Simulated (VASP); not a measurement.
Input for VASP

POSCAR:
```
Na2Te
1
    4.2901380000     0.0000000000     0.0000000000
   -2.1450690000     3.7153690000     0.0000000000
    0.0000000000     0.0000000000     6.9208840000
Te Na
1 2
Direct
  0.0000000000   0.0000000000   0.0000000000
  0.3333330000   0.6666670000   0.2520000000
  0.6666670000   0.3333330000   0.7480000000
```

### INCAR
```
SYSTEM = Na2Te
PREC = Accurate
ENCUT = 400
EDIFF = 1E-6
NELM = 100
ALGO = Normal
LREAL = .FALSE.
LASPH = .TRUE.
ISMEAR = 0
SIGMA = 0.05
GGA = PE
LMAXMIX = 4
LWAVE = .FALSE.
LCHARG = .FALSE.
ISIF = 2
ICHARG = 11
```

KPOINTS:
```
Automatic mesh
0
Gamma
5 5 3
0 0 0
```

POTCAR, in this order: Te Na_pv (PBE.64 set). Program: vasp_std.

Does this input run properly? What does VASP do?

There is a fault: ICHARG = 11 asks for a fixed density, but there is no CHGCAR. VASP stops with an error: ERROR: charge density could not be read from file CHGCAR for ICHARG>10 ----> I REFUSE TO CONTINUE WITH THIS SICK JOB ... BYE!!! <----

### standard output
```
 POSCAR found type information on POSCAR TeNa
 POSCAR found :  2 types and       3 ions
 Reading from existing POTCAR
 Reading from existing POTCAR
 LDA part: xc-table for (Slater+PW92), standard interpolation
 WARNING: stress and forces are not correct
 POSCAR, INCAR and KPOINTS ok, starting setup
 WAVECAR not read
 WARNING: CHGCAR is incomplete

 -----------------------------------------------------------------------------
|                                                                             |
|     EEEEEEE  RRRRRR   RRRRRR   OOOOOOO  RRRRRR      ###     ###     ###     |
|     E        R     R  R     R  O     O  R     R     ###     ###     ###     |
|     E        R     R  R     R  O     O  R     R     ###     ###     ###     |
|     EEEEE    RRRRRR   RRRRRR   O     O  RRRRRR       #       #       #      |
|     E        R   R    R   R    O     O  R   R                               |
|     E        R    R   R    R   O     O  R    R      ###     ###     ###     |
|     EEEEEEE  R     R  R     R  OOOOOOO  R     R     ###     ###     ###     |
|                                                                             |
|     ICHARG>10                                                               |
|                                                                             |
|       ---->  I REFUSE TO CONTINUE WITH THIS SICK JOB ... BYE!!! <----       |
|                                                                             |
 -----------------------------------------------------------------------------
```

To mend it, run self-consistently first and keep its CHGCAR, or remove ICHARG. The plain static run on this cell (PBE GGA, plane waves, VASP's PBE PAW potentials (set 64)) converges, and its OSZICAR ends with
```
   1 F= -.72394149E+01 E0= -.72384607E+01  d E =-.190831E-02
```

The structure was generated: Na2Te was put into the CdI2 type (P-3m1), which need not be its known phase. The cell was not relaxed at this level.
